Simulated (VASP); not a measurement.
OSZICAR of a VASP run on BaHfO₃ (cubic perovskite):

File OSZICAR:
```
       N       E                     dE             d eps       ncg     rms          rms(c)
DAV:   1     0.170668778484E+03    0.17067E+03   -0.22116E+04   920   0.166E+03
DAV:   2    -0.112163277809E+03   -0.28283E+03   -0.27782E+03  1173   0.361E+02
DAV:   3    -0.125861317602E+03   -0.13698E+02   -0.13672E+02  1181   0.789E+01
DAV:   4    -0.126136658382E+03   -0.27534E+00   -0.27524E+00  1342   0.107E+01
DAV:   5    -0.126144468536E+03   -0.78102E-02   -0.78094E-02  1263   0.113E+00    0.638E+01
DAV:   6    -0.108846546682E+03    0.17298E+02   -0.26152E+01  1144   0.318E+01    0.516E+01
DAV:   7    -0.107773911354E+03    0.10726E+01   -0.30008E+00  1177   0.138E+01    0.234E+01
DAV:   8    -0.111628701793E+03   -0.38548E+01   -0.18382E+00  1039   0.126E+01    0.516E+00
DAV:   9    -0.106647700804E+03    0.49810E+01   -0.14614E+00   983   0.960E+00    0.410E+00
DAV:  10    -0.107962711021E+03   -0.13150E+01   -0.74111E-01  1004   0.688E+00    0.230E+00
DAV:  11    -0.107955908135E+03    0.68029E-02   -0.12364E-02  1166   0.101E+00    0.925E-01
DAV:  12    -0.107981439918E+03   -0.25532E-01   -0.66514E-03  1276   0.693E-01    0.496E-01
DAV:  13    -0.108007560939E+03   -0.26121E-01   -0.84422E-03  1088   0.944E-01    0.126E-01
DAV:  14    -0.108007776537E+03   -0.21560E-03   -0.16837E-03  1092   0.480E-01    0.286E-01
DAV:  15    -0.108007913068E+03   -0.13653E-03   -0.10939E-04  1343   0.911E-02    0.169E-01
DAV:  16    -0.108008724271E+03   -0.81120E-03   -0.77614E-04  1025   0.305E-01    0.884E-02
DAV:  17    -0.108008914915E+03   -0.19064E-03   -0.21185E-04  1032   0.162E-01    0.231E-02
DAV:  18    -0.108008947499E+03   -0.32584E-04   -0.14684E-05  1144   0.399E-02    0.135E-02
DAV:  19    -0.108008945486E+03    0.20139E-05   -0.16470E-06  1123   0.132E-02    0.628E-03
DAV:  20    -0.108008950031E+03   -0.45456E-05   -0.15610E-06  1074   0.119E-02    0.793E-03
DAV:  21    -0.108008950529E+03   -0.49832E-06   -0.71386E-07  1095   0.885E-03    0.612E-03
DAV:  22    -0.108008950435E+03    0.94181E-07   -0.18264E-07   813   0.338E-03
   1 F= -.10800895E+03 E0= -.10800895E+03  d E =0.000000E+00
       N       E                     dE             ncg
       N       E                     dE             ncg
       N       E                     dE             ncg
```

Task: Which electronic solver shows in the log?

Result: It is blocked Davidson (ALGO = Normal, or the opening steps of other solvers). The INCAR had ALGO = Normal.

Task: Can the final energy be trusted as converged?

Result: The run converged. It stopped with EDIFF = 1E-7, NELM = 100 (r2SCAN meta-GGA, plane waves, VASP's PBE PAW potentials (set 64)).

The compound is BaHfO3 in the cubic perovskite structure. It was relaxed first.
